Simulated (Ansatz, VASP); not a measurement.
# Cross-check of Sn2SO between VASP and Ansatz

One calculation is typed for both programs; each brings its own data sets. How far apart do they land? The cell is taken from a series of runs on this material, whose earlier steps may have relaxed, scaled, displaced or heated it; both programs get it as it stands.

Calculated with Ansatz 0.2.0; plane waves, with VASP 6.6.1 beside it; dielectric response at PBE.

The structure was built from a prototype and need not be the compound's stable phase.

## Step 1: Starting point

Symmetry: P1, No. 1, triclinic system. The conventional cell has a = 3.671 Å, b = 4.633 Å, c = 5.939 Å, α = 95.23°, β = 107.76°, γ = 90.02°. Nearest to Sn lie 1 O at 2.15 Å and 2 S at 2.60 Å. Nearest to Sn lie 2 O at 2.22 Å and 1 S at 2.69 Å. S has 3 Sn at 2.60 to 2.69 Å nearest. Nearest to O lie 3 Sn at 2.15 to 2.22 Å. As first built, before any earlier steps moved the atoms (in the runner's words): half of the S replaced by O in the P-1 structure of SnS. Farther neighbours and most contacts between anions are not listed.

## Step 2: Ansatz: dielectric response, PBE

Ansatz runs on its default PAW (the set named soft_2) files.

The response to a field tests empty states and converges slowly with the mesh.

input.yaml reads:

```yaml
crystal:
  lattice:
    - [4.6292651961, 0.0011927258, -0.1766203131]
    - [0.0019141416, 3.6687549031, 0.1143046764]
    - [-0.3262151522, 1.6826138595, 5.7015154446]
  atoms:
    - { symbol: Sn, position: [0.8032478871, 0.6326952331, 0.7309088101] }
    - { symbol: Sn, position: [0.390529159, 0.383844497, 0.2363128718] }
    - { symbol: S, position: [0.1846865267, 0.1662614625, 0.6652953869] }
    - { symbol: O, position: [0.6215364273, 0.8171988075, 0.3674829312] }
kpoints:
  mp_grid: { grid: [3, 4, 3] }
scf:
  occupations: { method: fixed }
hamiltonian:
  xc: pbe
  pseudopotentials: { kind: paw }
dielectric:
  field_mesh: kpoints
```

Run with:

```console
ansatz run input.yaml --threads 4 --pin off --max-ram 8192MiB --backend cpu --events-out ev --progress --plain --runs-dir out
```

Numbers of over 12 decimals in the logs are rounded to 6 here.

The log of the run:

```text
Engine: ansatz 0.2.0, x86_64-unknown-linux-gnu
Pseudopotentials: kind: paw
Pseudopotential: Sn, paw, valence charge 14, recommended cutoff 420 eV (normal), Sn.paw.azcp
Pseudopotential: S, paw, valence charge 6, recommended cutoff 420 eV (normal), S.paw.azcp
Pseudopotential: O, paw, valence charge 6, recommended cutoff 420 eV (normal), O.paw.azcp
Functional definition: PBE
  parameter kappa = 0.804
  parameter beta = 0.066725
  exchange = pbe_x(kappa = kappa, mu = beta*pi^2/3)
  correlation = pbe_c(beta = beta)
Crystal: 4 atoms, lattice volume = 95.730 Å³
Basis set: ecut = 420 eV, 1843 PW (Γ), exchange–correlation on 64×50×80 points (8 copies of the dense FFT grid, shifted against one another)
Bands: 24, of which v1, the nominal top of the filled ones, is band 20 counted from 1 (19 counted from 0)
Symmetry: 1 space group operations
k-points: 19 of 36 (time reversal used)
Non-local potential: Sn, projectors of the file, l = 0: 2, l = 1: 2, l = 2: 2, l = 3: 2
Non-local potential: S, projectors of the file, l = 0: 2, l = 1: 2, l = 2: 2
Non-local potential: O, projectors of the file, l = 0: 2, l = 1: 2, l = 2: 1
PAW form: soft (Blöchl's): semilocal exchange-correlation on the pseudo side does not see the compensation charge
PAW one-centre angular grid: Sn, 590 points (default); XC on 64 Gauss nodes
PAW one-centre angular grid: S, 110 points (default); XC on 64 Gauss nodes
PAW one-centre angular grid: O, 110 points (default); XC on 64 Gauss nodes
Initial density: superposition of atomic densities (neutral atoms: chi_scale 0, normalization atom), corrected by the library's trained network
Initial wavefunctions: pseudopotential atomic-orbital guess
Functional: x = pbe(κ = 0.804, μ = 0.219515), c = pbe(β = 0.066725)
SCF iter   1: F=—  HF=-13518.488216 eV  |F-HF|=—  |Δ(HF+E_count)|=         —  Δρ=2.26e-3  dr2=5.62e-3  ethr=1.77e-3  ⟨swp⟩=5.0  Hψ=1823  notcnv=0  defer=36
preconditioner: auto → Resta (q_TF=auto, 2.359 Å⁻¹)  ε∞=3.1  [insulator: Δε(μ)=1.346 eV  Ē_g=16.713 eV  n_scr=22 (ndim 8)  ℏωp=24.0 eV  f_vac=0.045  ε∞_Penn≈3.1]
SCF iter   2: F=—  HF=-13518.486613 eV  |F-HF|=—  |Δ(HF+E_count)|=   1.60e-3  Δρ=1.25e-3  dr2=1.47e-3  ethr=1.40e-5  ⟨swp⟩=2.2  Hψ=997  notcnv=0  defer=38
SCF iter   3: F=—  HF=-13518.486705 eV  |F-HF|=—  |Δ(HF+E_count)|=   9.17e-5  Δρ=7.72e-4  dr2=5.68e-4  ethr=3.68e-6  ⟨swp⟩=2.0  Hψ=684  notcnv=0  defer=38
SCF iter   4: F=—  HF=-13518.486746 eV  |F-HF|=—  |Δ(HF+E_count)|=   4.16e-5  Δρ=2.36e-4  dr2=6.37e-5  ethr=1.42e-6  ⟨swp⟩=2.0  Hψ=680  notcnv=0  defer=38
SCF iter   5: F=—  HF=-13518.486757 eV  |F-HF|=—  |Δ(HF+E_count)|=   1.09e-5  Δρ=8.52e-5  dr2=8.17e-6  ethr=1.59e-7  ⟨swp⟩=2.0  Hψ=595  notcnv=0  defer=16
SCF iter   6: F=—  HF=-13518.486769 eV  |F-HF|=—  |Δ(HF+E_count)|=   1.23e-5  Δρ=2.17e-5  dr2=5.38e-7  ethr=2.04e-8  ⟨swp⟩=3.0  Hψ=836  notcnv=0
SCF iter   7: F=—  HF=-13518.486768 eV  |F-HF|=—  |Δ(HF+E_count)|=   1.40e-6  Δρ=7.60e-6  dr2=9.07e-8  ethr=1.34e-9  ⟨swp⟩=2.0  Hψ=736  notcnv=0
SCF iter   8: F=—  HF=-13518.486768 eV  |F-HF|=—  |Δ(HF+E_count)|=   8.63e-8  Δρ=1.87e-6  dr2=4.17e-9  ethr=2.27e-10  ⟨swp⟩=2.0  Hψ=624  notcnv=0
SCF iter   9: F=—  HF=-13518.486768 eV  |F-HF|=—  |Δ(HF+E_count)|=   8.29e-9  Δρ=6.75e-7  dr2=4.34e-10  ethr=1.04e-11  ⟨swp⟩=2.1  Hψ=827  notcnv=0
SCF iter  10: F=-13518.486768 eV  HF=-13518.486768 eV  |F-HF|=1.46e-11  |Δ(HF+E_count)|=  9.09e-11  Δρ=1.36e-7  dr2=2.91e-11  ethr=1.00e-12  ⟨swp⟩=5.1  Hψ=1674  notcnv=0
SCF 1 converged in 10 iterations: F = -13518.486768 eV  dr2 = 2.91e-11
  greatest PAW one-centre occupation: 0.993 electrons in one spin orbital (limit 2), on the Sn atom at site 1 (counted from 0), in its partial waves of l = 2
NSCF: frozen V_eff on 6 k-points
DFPT response loops at Γ: preconditioner auto → Resta (q_TF=auto, 2.359 Å⁻¹)  ε∞=6.7 (no band partly filled); β = 1.00, the filter's whole step (`scf.mixing.beta` (0.50) is not read by the response loops at its default; to damp them type it under 1.00, their step now; it binds the ground state too); Broyden in place of MSR1
WARN: field response: the 3×4×3 k-mesh looks too coarse for the field response at k = (0.0000, 0.2500, 0.0000), direct gap 2.545 eV: take ε∞, Z* and everything formed from them as unconverged in the mesh. The response there varies over an interband length of 1.85 Å as this mesh's differences read it, which a coarse mesh reads short; the mesh's real-space period, 13.9 Å, is under 14 times that, 26.0 Å: field_mesh: auto, beside no phonons.dynamical_quadrupoles, solves it inside a basis that this mesh spans and, under method: fd, where it gets none, on a denser mesh; else type a denser kpoints.mp_grid, and compare
SCF converged after 10 iterations
Free energy (F): -13518.486768 eV
Harris-Foulkes:  -13518.486768 eV  (|F-HF|=1.46e-11)
Internal energy: -13518.486768 eV  (E = F + TS)
E sigma→0 (E₀):  -13518.486768 eV
Fermi energy:    6.617964 eV
--- Per-component energies (eV) ---
  E_band       = -263.580399
  E_kinetic    = 651.188589
  E_local      = -2767.291534  (includes V_loc(G=0)·N_el)
  E_nonlocal   = 11.711747
  E_hartree    = 1479.671148
  E_xc         = -935.711626
  E_vxc        = -372.685047  (∫ρ·V_xc dr)
  E_paw        = -9027.747282  (= ΣΔE_a)
  E_vpaw       = -745.848832  (= ΣTr[D̂ρ^β])
  E_aug_tail   = 0.002380  (compensation charges beyond the density's cutoff)
  E_ewald      = -2930.310190
  E_smearing   = -0.000000  (= −TS)
  E_closure    = 0.000000  (closes the sum)
  Σ components = -13518.486768   (vs F -13518.486768, Δ=0.00e0)
--- Band table (eV; the first three rows and the last of 19) ---
  k-point 0: bands = [... 16 lower, 3.8228, 4.7578, 5.2374, 6.2719, 8.9840, 10.5255, 11.0496, 11.6884]
  k-point 1: bands = [... 16 lower, 3.6246, 5.1127, 5.2761, 6.4506, 8.7188, 10.3787, 10.8328, 11.2388]
  k-point 2: bands = [... 16 lower, 4.1605, 4.6821, 5.1782, 6.3961, 8.9409, 9.5588, 10.9006, 11.3609]
  k-point 18: bands = [... 16 lower, 3.9683, 4.7893, 5.2435, 6.0248, 9.0353, 9.8397, 10.4105, 11.6021]
--- Dielectric response (ions clamped): 3 representative field directions + reference, on 19 of 36 k-points (Σ response iterations 35) ---
  k mesh reduced under 1 symmetry operation, with k and −k counted as one. Each operation leaves every solved perturbation unchanged. A smaller set is not used because the run's symmetry group and k mesh have no further operation
  ε∞ (high-frequency dielectric tensor):
        8.864979     0.040667    -1.167412
        0.040666     8.242095    -0.042283
       -1.167411    -0.042283     8.513872
  Born effective charges Z* (e; rows j = field, columns β = displacement):
    site 0:
         3.88377   -0.02344    0.79872
         0.00049    2.79933    0.02984
         0.00529    0.02029    1.96705
    site 1:
         1.80997    0.04268   -1.35400
         0.00949    3.21223   -0.02070
        -0.37540   -0.02813    4.07365
    site 2:
        -3.70824   -0.05293    1.67968
        -0.03324   -2.60290    0.01083
         1.23109    0.00671   -2.94887
    site 3:
        -1.98551    0.03369   -1.12441
         0.02326   -3.40866   -0.01997
        -0.86098    0.00114   -3.09183
  Z* charge neutrality: 5.893e-5 e pre-enforcement
  k-mesh period / interband length: 13.9 Å / 1.85 Å = 7.50 at k = (0.0000, 0.2500, 0.0000), direct gap 2.545 eV — UNDER 14: by this measure the k-mesh is too coarse for the response
```

(Continued in part 2 of 2.)

[Lines on the potential files, build, host, timing and source positions are cut from VASP's logs without a mark.]

[Logs are printed without paths, hosts, clocks, repeated set-up lines and the standing remarks that a program may print on its own settings, such as how far it seeks lower states.]

[Hosts, paths, dates, database ids (printed as entryN), source tags and the programs' standing remarks are cut or masked in the printed files.]
